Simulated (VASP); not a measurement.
```
MgO
1.0
    0.00000     2.09332     2.09332
    2.09332     0.00000     2.09332
    2.09332     2.09332     0.00000
Mg O
1 1
Direct
  0.00000   0.00000   0.00000
  0.50000   0.50000   0.50000
```

Method: LDA (Ceperley-Alder, Perdew-Zunger), VASP's LDA PAW potentials (set 64) (plane waves; VASP). Numerical set-up: 520 eV cut-off, 11×11×11 Γ-centred mesh, Gaussian smearing of 0.050 eV, potentials Mg O.

Task: Give the stress tensor in GPa (positive for a compressed cell).

Result: 
```
-4.94   0.00   0.00
 0.00  -4.94   0.00
 0.00   0.00  -4.94
```
The pressure is its mean diagonal, -4.94 GPa.

The compound is MgO in the rock salt structure. This cell is one point of a volume scan, at 1.03 of the reference volume.
